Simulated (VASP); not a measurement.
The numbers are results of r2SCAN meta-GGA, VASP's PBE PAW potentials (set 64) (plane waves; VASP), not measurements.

VASP ran on this input.

### INCAR
```
SYSTEM = PtAl2
PREC = Accurate
ENCUT = 520
EDIFF = 1E-7
NELM = 100
ALGO = Normal
LREAL = .FALSE.
LASPH = .TRUE.
ISMEAR = 1
SIGMA = 0.1
METAGGA = R2SCAN
LMIXTAU = .TRUE.
LMAXMIX = 6
LWAVE = .FALSE.
LCHARG = .FALSE.
ISIF = 2
```

### POSCAR
```
PtAl2
4.0865790
  0.0000000000   0.7071067209   0.7071067209
  0.7071067209   0.0000000000   0.7071067209
  0.7071067209   0.7071067209   0.0000000000
Al Pt
2 1
Cart
  0.3535533605   0.3535533605   0.3535533605
  1.0606600814   1.0606600814   1.0606600814
  0.0000000000   0.0000000000   0.0000000000
```

KPOINTS:
```
kpoints
0
Gamma
  9 9 9
```

POTCAR, in this order: Al Pt (PBE.64 set). Program: vasp_std.

Output of the run:

File OSZICAR:
```
       N       E                     dE             d eps       ncg     rms          rms(c)
DAV:   1     0.264826523132E+01    0.26483E+01   -0.71094E+03   840   0.119E+03
DAV:   2    -0.696465113888E+02   -0.72295E+02   -0.65302E+02   996   0.201E+02
DAV:   3    -0.716974930587E+02   -0.20510E+01   -0.20332E+01  1080   0.337E+01
DAV:   4    -0.717146724024E+02   -0.17179E-01   -0.17176E-01   988   0.363E+00
DAV:   5    -0.717149682703E+02   -0.29587E-03   -0.29586E-03  1060   0.500E-01    0.106E+01
DAV:   6    -0.678225911544E+02    0.38924E+01   -0.33545E+00   980   0.199E+01    0.385E+00
DAV:   7    -0.677788800368E+02    0.43711E-01   -0.39830E-01   956   0.636E+00    0.232E+00
DAV:   8    -0.678170148591E+02   -0.38135E-01   -0.88596E-02   876   0.250E+00    0.507E-01
DAV:   9    -0.678156732035E+02    0.13417E-02   -0.26648E-02   872   0.143E+00    0.155E-01
DAV:  10    -0.678250584012E+02   -0.93852E-02   -0.89000E-03   892   0.853E-01    0.117E-01
DAV:  11    -0.678257113012E+02   -0.65290E-03   -0.80359E-04   928   0.285E-01    0.281E-02
DAV:  12    -0.678258877911E+02   -0.17649E-03   -0.31993E-04   920   0.213E-01    0.150E-02
DAV:  13    -0.678260549823E+02   -0.16719E-03   -0.56264E-05   928   0.942E-02    0.438E-03
DAV:  14    -0.678260559438E+02   -0.96151E-06   -0.35391E-06  1040   0.208E-02    0.207E-03
DAV:  15    -0.678260581816E+02   -0.22379E-05   -0.12018E-06   904   0.133E-02    0.103E-03
DAV:  16    -0.678260585311E+02   -0.34947E-06   -0.61689E-08   632   0.280E-03    0.382E-04
DAV:  17    -0.678260585504E+02   -0.19322E-07   -0.27603E-08   472   0.186E-03
   1 F= -.67826059E+02 E0= -.67826012E+02  d E =-.138303E-03
```

File OUTCAR:
```
------------------------ aborting loop because EDIFF is reached ----------------------------------------
  FORCE on cell =-STRESS in cart. coord.  units (eV):
  Direction    XX          YY          ZZ          XY          YZ          ZX
  --------------------------------------------------------------------------------------
  Total        3.0681092      3.0681092      3.0681092      0.0000000     -0.0000000     -0.0000000
  in kB      101.8630799    101.8630799    101.8630799      0.0000000     -0.0000000     -0.0000000
  external PRESSURE =     101.8630799 kB  Pullay stress =       0.0000000 kB
  volume of cell :       48.26
      direct lattice vectors                 reciprocal lattice vectors
     0.000000000  2.889647476  2.889647476    -0.173031487  0.173031487  0.173031487
     2.889647476  0.000000000  2.889647476     0.173031487 -0.173031487  0.173031487
     2.889647476  2.889647476  0.000000000     0.173031487  0.173031487 -0.173031487
 POSITION                                       TOTAL-FORCE (eV/Angst)
 -----------------------------------------------------------------------------------
      1.44482      1.44482      1.44482        -0.000000     -0.000000     -0.000000
      4.33447      4.33447      4.33447         0.000000      0.000000      0.000000
      0.00000      0.00000      0.00000         0.000000      0.000000      0.000000
 -----------------------------------------------------------------------------------
    total drift:                                0.000000     -0.000000     -0.000000
  FREE ENERGIE OF THE ION-ELECTRON SYSTEM (eV)
  ---------------------------------------------------
  free  energy   TOTEN  =       -67.8260585504 eV

  energy  without entropy=      -67.8259202479  energy(sigma->0) =      -67.82601245
```
(Selected blocks of OUTCAR.)

The compound is PtAl2 in the fluorite structure. This cell is one point of a volume scan, at 0.94 of the reference volume.
